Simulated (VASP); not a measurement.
All values below come from PBE GGA, VASP's PBE PAW potentials (set 64) (plane waves; VASP).

The input files of a VASP run:

**KPOINTS**
```
Automatic mesh
0
G
  9 9 9
0 0 0
```

POSCAR:
```
Ni3Fe
1.0
  3.4068608173   0.0000000000   0.0000000000
  0.0000000000   3.4068608173   0.0000000000
  0.0000000000   0.0000000000   3.4068608173
Fe Ni
1 3
Cartesian
  0.0000000000   0.0000000000   0.0000000000
  0.0000000000   1.7034304087   1.7034304087
  1.7034304087   0.0000000000   1.7034304087
  1.7034304087   1.7034304087   0.0000000000
```

**INCAR**
```
ALGO = Normal
EDIFF = 1E-6
EDIFFG = -0.02
ENCUT = 500
GGA = PE
IBRION = 2
ISIF = 3
ISMEAR = 1
ISPIN = 2
LASPH = T
LCHARG = F
LMAXMIX = 4
LORBIT = 10
LREAL = F
LWAVE = F
MAGMOM = 2.9 3*0.6
NELM = 100
NSW = 40
PREC = Accurate
PSTRESS = 450
SIGMA = 0.1
SYSTEM = Ni3Fe
```

POTCAR, in this order: Fe Ni (PBE.64 set). Program: vasp_std.

The run wrote:

### OSZICAR
```
       N       E                     dE             d eps       ncg     rms          rms(c)
DAV:   1     0.241087668150E+03    0.24109E+03   -0.17042E+04  3620   0.213E+03
DAV:   2    -0.151112647857E+02   -0.25620E+03   -0.24728E+03  3524   0.373E+02
DAV:   3    -0.284380392794E+02   -0.13327E+02   -0.12666E+02  3580   0.120E+02
DAV:   4    -0.286458674031E+02   -0.20783E+00   -0.20737E+00  3767   0.148E+01
DAV:   5    -0.286514346992E+02   -0.55673E-02   -0.55664E-02  4926   0.206E+00    0.233E+01
DAV:   6    -0.253546338663E+02    0.32968E+01   -0.33310E+01  3597   0.906E+01    0.138E+01
DAV:   7    -0.270916948165E+02   -0.17371E+01   -0.11988E+01  4024   0.938E+01    0.216E+01
DAV:   8    -0.245959691589E+02    0.24957E+01   -0.91538E+00  4213   0.533E+01    0.480E+00
DAV:   9    -0.246142962871E+02   -0.18327E-01   -0.42406E-01  4034   0.852E+00    0.310E+00
DAV:  10    -0.245860245990E+02    0.28272E-01   -0.64244E-02  4356   0.691E+00    0.122E+00
DAV:  11    -0.245850562061E+02    0.96839E-03   -0.14685E-02  5181   0.136E+00    0.643E-01
DAV:  12    -0.245855298668E+02   -0.47366E-03   -0.18652E-03  3887   0.953E-01    0.204E-01
DAV:  13    -0.245855769154E+02   -0.47049E-04   -0.36096E-04  4700   0.230E-01    0.712E-02
DAV:  14    -0.245855743226E+02    0.25928E-05   -0.93786E-05  4986   0.206E-01    0.296E-02
DAV:  15    -0.245855684262E+02    0.58965E-05   -0.14501E-05  4681   0.599E-02    0.108E-02
DAV:  16    -0.245855683803E+02    0.45883E-07   -0.15991E-06  2007   0.298E-02
   1 F= -.13479378E+02 E0= -.13479739E+02  d E =-.134794E+02  mag=     4.4598
       N       E                     dE             d eps       ncg     rms          rms(c)
DAV:   1    -0.337831820649E+02   -0.91976E+01   -0.14364E+02  3515   0.164E+02    0.359E+01
DAV:   2    -0.582263791964E+02   -0.24443E+02   -0.19547E+02  4246   0.352E+02    0.570E+01
DAV:   3    -0.228791155890E+02    0.35347E+02   -0.14518E+02  4032   0.124E+02    0.123E+01
DAV:   4    -0.225329304520E+02    0.34619E+00   -0.62828E+00  4157   0.490E+01    0.872E+00
DAV:   5    -0.225451148283E+02   -0.12184E-01   -0.11354E+00  3611   0.192E+01    0.565E+00
DAV:   6    -0.227296334409E+02   -0.18452E+00   -0.25720E-01  5175   0.707E+00    0.541E+00
DAV:   7    -0.228116533851E+02   -0.82020E-01   -0.21108E-01  5616   0.102E+01    0.377E+00
DAV:   8    -0.227646798470E+02    0.46974E-01   -0.86023E-02  4995   0.672E+00    0.199E+00
DAV:   9    -0.227607597919E+02    0.39201E-02   -0.11143E-01  5738   0.576E+00    0.154E+00
DAV:  10    -0.227531484152E+02    0.76114E-02   -0.12729E-02  4542   0.291E+00    0.585E-01
DAV:  11    -0.227525857943E+02    0.56262E-03   -0.58266E-03  5763   0.130E+00    0.318E-01
DAV:  12    -0.227531769372E+02   -0.59114E-03   -0.15300E-03  5151   0.961E-01    0.184E-01
DAV:  13    -0.227530264896E+02    0.15045E-03   -0.56016E-04  4680   0.494E-01    0.541E-02
DAV:  14    -0.227530392640E+02   -0.12774E-04   -0.55724E-05  4034   0.142E-01    0.278E-02
DAV:  15    -0.227530366464E+02    0.26176E-05   -0.12241E-05  3479   0.785E-02    0.217E-02
DAV:  16    -0.227530390225E+02   -0.23761E-05   -0.20896E-06  2187   0.420E-02    0.785E-03
DAV:  17    -0.227530392308E+02   -0.20827E-06   -0.88426E-07  1812   0.213E-02
   2 F= -.13087409E+02 E0= -.13087827E+02  d E =0.391969E+00  mag=     4.3979
       N       E                     dE             d eps       ncg     rms          rms(c)
DAV:   1    -0.297410861210E+02   -0.69880E+01   -0.73878E+01  3506   0.135E+02    0.226E+01
DAV:   2    -0.399336696051E+02   -0.10193E+02   -0.82720E+01  3863   0.215E+02    0.499E+01
DAV:   3    -0.248239720643E+02    0.15110E+02   -0.33132E+01  4397   0.151E+02    0.135E+01
DAV:   4    -0.242422042788E+02    0.58177E+00   -0.38774E+00  4233   0.319E+01    0.677E+00
DAV:   5    -0.242814224298E+02   -0.39218E-01   -0.43556E-01  3620   0.811E+00    0.383E+00
DAV:   6    -0.242233769531E+02    0.58045E-01   -0.10346E-01  4879   0.433E+00    0.156E+00
DAV:   7    -0.242244070499E+02   -0.10301E-02   -0.73560E-03  4250   0.124E+00    0.551E-01
DAV:   8    -0.242242530106E+02    0.15404E-03   -0.26906E-03  5006   0.952E-01    0.278E-01
DAV:   9    -0.242243453802E+02   -0.92370E-04   -0.38776E-04  4160   0.526E-01    0.128E-01
DAV:  10    -0.242244017770E+02   -0.56397E-04   -0.12448E-04  5109   0.198E-01    0.682E-02
DAV:  11    -0.242244181251E+02   -0.16348E-04   -0.71767E-05  4507   0.171E-01    0.221E-02
DAV:  12    -0.242244204164E+02   -0.22914E-05   -0.90319E-06  2880   0.541E-02    0.115E-02
DAV:  13    -0.242244202504E+02    0.16600E-06   -0.86484E-07  1787   0.166E-02
   3 F= -.13559088E+02 E0= -.13559174E+02  d E =-.797100E-01  mag=     4.4417
       N       E                     dE             d eps       ncg     rms          rms(c)
DAV:   1    -0.242144496619E+02    0.99708E-02   -0.77489E-03  3516   0.130E+00    0.260E-01
DAV:   2    -0.242168281552E+02   -0.23785E-02   -0.14402E-02  3941   0.285E+00    0.821E-01
DAV:   3    -0.242138835250E+02    0.29446E-02   -0.93294E-03  3904   0.262E+00    0.142E-01
DAV:   4    -0.242138456807E+02    0.37844E-04   -0.37392E-04  4144   0.290E-01    0.500E-02
DAV:   5    -0.242138358548E+02    0.98260E-05   -0.32202E-05  5076   0.820E-02    0.184E-02
DAV:   6    -0.242138316024E+02    0.42524E-05   -0.48579E-06  3069   0.256E-02    0.606E-03
DAV:   7    -0.242138313933E+02    0.20907E-06   -0.76884E-07  1782   0.134E-02
   4 F= -.13559175E+02 E0= -.13559259E+02  d E =-.797972E-01  mag=     4.4402
```

**OUTCAR**
```
------------------------ aborting loop because EDIFF is reached ----------------------------------------
  FORCE on cell =-STRESS in cart. coord.  units (eV):
  Direction    XX          YY          ZZ          XY          YZ          ZX
  --------------------------------------------------------------------------------------
  Total       10.6113231     10.6113231     10.6113231      0.0000000      0.0000000     -0.0000000
  in kB      448.1698321    448.1698321    448.1698321      0.0000000      0.0000000     -0.0000000
  external PRESSURE =      -1.8301679 kB  Pullay stress =     450.0000000 kB
  volume of cell :       37.93
      direct lattice vectors                 reciprocal lattice vectors
     3.360050722  0.000000000  0.000000000     0.297614555 -0.000000000  0.000000000
     0.000000000  3.360050722  0.000000000    -0.000000000  0.297614555 -0.000000000
    -0.000000000  0.000000000  3.360050722    -0.000000000 -0.000000000  0.297614555
 POSITION                                       TOTAL-FORCE (eV/Angst)
 -----------------------------------------------------------------------------------
      0.00000      0.00000      0.00000        -0.000000      0.000000      0.000000
     -0.00000      1.68003      1.68003         0.000000      0.000000      0.000000
      1.68003      0.00000      1.68003        -0.000000      0.000000      0.000000
      1.68003      1.68003      0.00000        -0.000000      0.000000      0.000000
 -----------------------------------------------------------------------------------
    total drift:                                0.000000      0.000000      0.000000
  FREE ENERGIE OF THE ION-ELECTRON SYSTEM (eV)
  ---------------------------------------------------
  free  energy   TOTEN  =       -24.2138313933 eV

  energy  without entropy=      -24.2140811496  energy(sigma->0) =      -24.21391465
  enthalpy is  TOTEN    =       -13.5591754144 eV   P V=       10.6546559790

 total charge

# of ion       s       p       d       tot
------------------------------------------
    1        0.544   0.646   6.276   7.467
    2        0.580   0.670   8.420   9.670
    3        0.580   0.670   8.420   9.670
    4        0.580   0.670   8.420   9.670
--------------------------------------------------
tot          2.283   2.657  31.536  36.476

 magnetization (x)

# of ion       s       p       d       tot
------------------------------------------
    1        0.009   0.000   2.679   2.688
    2       -0.016  -0.046   0.632   0.570
    3       -0.016  -0.046   0.632   0.570
    4       -0.016  -0.046   0.632   0.570
--------------------------------------------------
tot         -0.038  -0.138   4.575   4.399

 reached required accuracy - stopping structural energy minimisation
```
(Selected blocks of OUTCAR.)

File CONTCAR:
```
Ni3Fe
   1.00000000000000
     3.3600507223140590    0.0000000000000000    0.0000000000000000
     0.0000000000000000    3.3600507223140590    0.0000000000000000
    -0.0000000000000000    0.0000000000000000    3.3600507223140590
  Fe              Ni
     1     3
Direct
     0.0000000000000000    0.0000000000000000    0.0000000000000000
     0.0000000000000000    0.5000000000000000    0.5000000000000000
     0.5000000000000000    0.0000000000000000    0.5000000000000000
     0.5000000000000000    0.5000000000000000    0.0000000000000000
```

Energy and stress use the plane-wave basis of the starting cell.

The compound is Ni3Fe in the L1_2 structure. This run relaxes it under an external pressure of 45 GPa. Symmetry was kept, so distortions that lower it aren't found.
